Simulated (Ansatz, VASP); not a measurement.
# Hg10Se3S7: VASP beside Ansatz, part 3 of 3

One calculation is typed for both programs; each brings its own data sets. How far apart do they land? Of the first pair: The structure shown is frame 18 of Ansatz's trajectory.

VASP 6.6.1 and Ansatz 0.2.0.

So far. Step 6 (VASP: single point, LDA, pair 2): The run ends at a pressure of -0.60 GPa, with forces up to 3.9 eV/Å.

## 9. VASP: single point, LDA, pair 3

Level of this step: LDA; plane waves and PAW (Hg, S, Se) (VASP).

The same cell, functional (in two slightly different forms), mesh and smearing now go to VASP, with its own data sets.

Input file INCAR:

```
SYSTEM = Hg10Se3S7
PREC = Accurate
ENCUT = 400
EDIFF = 1E-06
NELM = 120
ISMEAR = -1
SIGMA = 0.025
LREAL = Auto
ALGO = Normal
GGA = PW92
NBANDS = 320
LORBIT = 11
LWAVE = .FALSE.
LCHARG = .FALSE.
ISIF = 2
LASPH = .TRUE.
GGA_COMPAT = .FALSE.
NCORE = 2
```

Input file POSCAR:

```
Hg10Se3S7
1.0
   11.8949000000      0.0000000000      0.0000000000
    0.0000000000     11.8949000000      0.0000000000
    0.0000000000      0.0000000000     11.8949000000
Hg S Se
30 21 9
Direct
    0.5686975090      0.7007204768      0.5640568647
    0.7579803109      0.4573556734      0.4195831827
    0.0867346510      0.4284104953      0.5567343988
    0.9342995738      0.7213007255      0.3964219960
    0.9895585503      0.6949280784      0.9006212747
    0.3404147996      0.2719737030      0.7491782192
    0.3030794710      0.6269157370      0.7701620022
    0.1168147694      0.3747236210      0.9784949852
    0.7805866380      0.9328115411      0.3237774172
    0.6451336287      0.1980848935      0.9100202608
    0.7886993585      0.8352150922      0.6914055604
    0.2268283046      0.5989878015      0.2047852441
    0.6633515204      0.3508142145      0.6518592002
    0.4061320398      0.4689909121      0.5021227585
    0.3546225693      0.0839351319      0.0338716593
    0.9869439844      0.3050551077      0.7351806236
    0.8336177690      0.9060101388      0.9542829280
    0.2659038748      0.7919024120      0.5192561518
    0.9528957789      0.2358321634      0.2230535776
    0.1778072956      0.0675919932      0.5560870625
    0.1128382752      0.9258673885      0.1802873500
    0.4746740200      0.4669480197      0.0256076133
    0.2438355934      0.2105019798      0.2764966498
    0.9149131140      0.1152090392      0.5053678467
    0.6955081590      0.1585553472      0.1474161195
    0.5162464586      0.7683124701      0.9220758476
    0.4985497987      0.9564771457      0.7383164213
    0.8051013460      0.4933290738      0.0618080017
    0.5851667521      0.7385097815      0.2261473405
    0.1048096243      0.0201346796      0.8980319297
    0.4520929138      0.8844714962      0.5419633624
    0.0918797132      0.8495994081      0.6366678156
    0.0301810019      0.2746975595      0.4335387435
    0.8652279548      0.9121556297      0.5199539298
    0.4727656391      0.1695600636      0.1660963943
    0.2544115545      0.9157706244      0.0496010895
    0.4523619366      0.3964556238      0.2200775122
    0.7802167315      0.3577331461      0.2458952997
    0.1638265139      0.1577146508      0.7457649917
    0.5761544864      0.9308022766      0.2998259758
    0.4198269847      0.6507999227      0.0877014519
    0.3077453362      0.4295202145      0.2829279775
    0.3455766757      0.1168063624      0.4360524258
    0.4812818939      0.3028440760      0.5868817729
    0.7021328469      0.9801175294      0.8177874551
    0.2979680367      0.4259724756      0.8926346586
    0.2430117109      0.5722200271      0.5590463140
    0.8018058159      0.2243734710      0.6962563788
    0.1741838939      0.8434455103      0.8031004884
    0.4532194470      0.1270880798      0.8535422744
    0.5844689741      0.5852928566      0.4100412782
    0.5275622326      0.6079748464      0.7646049988
    0.8354757081      0.6523972459      0.7676903547
    0.9099530051      0.0062379675      0.1701653650
    0.1317623519      0.7593758670      0.3218690363
    0.6654196336      0.4061656676      0.9247408553
    0.7132636676      0.7374589110      0.0559735685
    0.0162590690      0.5486384921      0.0641115100
    0.1222120405      0.2026498752      0.1060034132
    0.8935426107      0.5705218203      0.5389200414
```

Input file KPOINTS:

```
Automatic mesh
0
Gamma
1 1 1
0 0 0
```

Potentials, in the order of the species: Hg, S and Se (LDA family, release 64).

Started as:

```sh
> mpirun -np 8 vasp_gam
```

Numbers of over 12 decimals in the logs are rounded to 6 here.

Log:

```text
[... set-up lines as in an earlier step ...]
 entering main loop
       N       E                     dE             d eps       ncg     rms          rms(c)
DAV:   1     0.466676243503E+04    0.46668E+04   -0.24711E+05   648   0.132E+03
DAV:   2     0.232447383090E+03   -0.44343E+04   -0.42760E+04   720   0.374E+02
DAV:   3    -0.158805744960E+03   -0.39125E+03   -0.38241E+03   736   0.103E+02
DAV:   4    -0.170935630096E+03   -0.12130E+02   -0.11966E+02   704   0.164E+01
[...]
DAV:  17    -0.155256745352E+03   -0.38520E-05   -0.34885E-05   696   0.150E-02    0.145E-02
DAV:  18    -0.155256746542E+03   -0.11897E-05   -0.42478E-06   552   0.503E-03    0.683E-03
DAV:  19    -0.155256746920E+03   -0.37827E-06   -0.71540E-07   376   0.156E-03
   1 F= -.15525675E+03 E0= -.15523126E+03  d E =-.509823E-01
```

Parts of OUTCAR (step 9):

```text
  Total      -13.3092270     -9.4703216     -7.2692175     -4.9681198      2.8458503     -1.5659361
  in kB      -12.6701288     -9.0155645     -6.9201556     -4.7295547      2.7091949     -1.4907411
  external PRESSURE =      -9.5352830 kB  Pullay stress =       0.0000000 kB

 POSITION                                       TOTAL-FORCE (eV/Angst)
 -----------------------------------------------------------------------------------
      6.76460      8.33500      6.70940        -0.635226      0.849616      1.253350
      9.01610      5.44020      4.99090         0.060149      0.227851      0.007928
      1.03170      5.09590      6.62230        -0.176911      0.677792      0.641370
     11.11340      8.57980      4.71540         0.077761      0.005471      0.235517
     11.77070      8.26610     10.71280         0.486219      0.415825      0.286848
      4.04920      3.23510      8.91140         0.207969      0.638663     -0.127502
      3.60510      7.45710      9.16100         0.032479     -0.253621      0.037748
      1.38950      4.45730     11.63910         0.157633      0.438108     -0.279881
      9.28500     11.09570      3.85130        -0.864734     -0.114356     -0.039985
      7.67380      2.35620     10.82460         0.142711     -0.888475      0.054910
      9.38150      9.93480      8.22420        -0.160120      0.655138     -0.021499
      2.69810      7.12490      2.43590         0.026480      0.802945     -0.505323
      7.89050      4.17290      7.75380        -0.476315      0.523281     -0.051964
      4.83090      5.57860      5.97270         0.368544      0.164892     -0.278898
[...]
-----------------------------------------------------------------------------------
    total drift:                                0.001314      0.001621     -0.008801

  FREE ENERGIE OF THE ION-ELECTRON SYSTEM (eV)
  ---------------------------------------------------
  free  energy   TOTEN  =      -155.2567469203 eV

  energy  without entropy=     -155.2057646596  energy(sigma->0) =     -155.23125579

[... 2 parts as in an earlier step ...]

[... 1 further part left out ...]
[key lines of the parts left out:]
E-fermi :   1.6855
```

The run ends at a pressure of -0.95 GPa, with forces up to 2.2 eV/Å.

## 10. Comparison

What differs besides the data sets and the points named for the pairs above, as far as they apply: the data sets hold 870 valence electrons in Ansatz (on its default PAW (the set named soft_2) files) and 540 in VASP. Total energies have different zeros and are not compared.

Forces on 8 of the 60 atoms, those with the largest forces and the largest differences (eV/Å; atoms numbered as in POSCAR):

| atom | Ansatz x, y, z | VASP x, y, z |
| --- | --- | --- |
| Hg1 | -0.651, 0.785, 1.189 | -0.635, 0.850, 1.253 |
| Hg23 | 0.820, -0.740, 1.236 | 0.850, -0.722, 1.284 |
| S35 | 0.504, 1.038, 1.012 | 0.552, 1.072, 1.080 |
| S37 | 1.930, -1.343, -0.450 | 1.713, -1.310, -0.296 |
| S42 | -1.430, -0.048, 1.214 | -1.191, -0.143, 1.146 |
| S49 | -0.636, -1.386, -1.248 | -0.638, -1.426, -1.330 |
| S51 | -0.186, -0.673, -1.391 | -0.195, -0.724, -1.489 |
| Se53 | -0.251, -0.858, -0.033 | -0.282, -0.989, -0.046 |

The forces differ by 48 meV/Å r.m.s., which is 8.3 % of the r.m.s. force of 0.577 eV/Å (both taken over all components).

## 11. What came out

* r.m.s. force difference (single point, LDA, pair 1): 6.2 % of the r.m.s. force
* r.m.s. force difference (single point, LDA, pair 2): 8.1 % of the r.m.s. force
* r.m.s. force difference (single point, LDA, pair 3): 8.3 % of the r.m.s. force

The r.m.s. force difference is 8.3 % of the r.m.s. force (single point, LDA, pair 3), beyond the 3 % picked in this series as the mark of a large difference. The data sets hold unlike numbers of valence electrons (870 in Ansatz and 540 in VASP), so part of the differences comes from the potentials. What causes the difference of the single point, LDA, pair 1 pair stays open here. What causes the difference of the single point, LDA, pair 2 pair stays open here. What causes the difference of the single point, LDA, pair 3 pair stays open here. How closely two codes agree says nothing of how well the functional describes the real material.

[Lines on the potential files, build, host, timing and source positions are cut from VASP's logs without a mark.]

[Logs are printed without paths, hosts, clocks, repeated set-up lines and the standing remarks that a program may print on its own settings, such as how far it seeks lower states.]

[Hosts, paths, dates, database ids (printed as entryN), source tags and the programs' standing remarks are cut or masked in the printed files.]
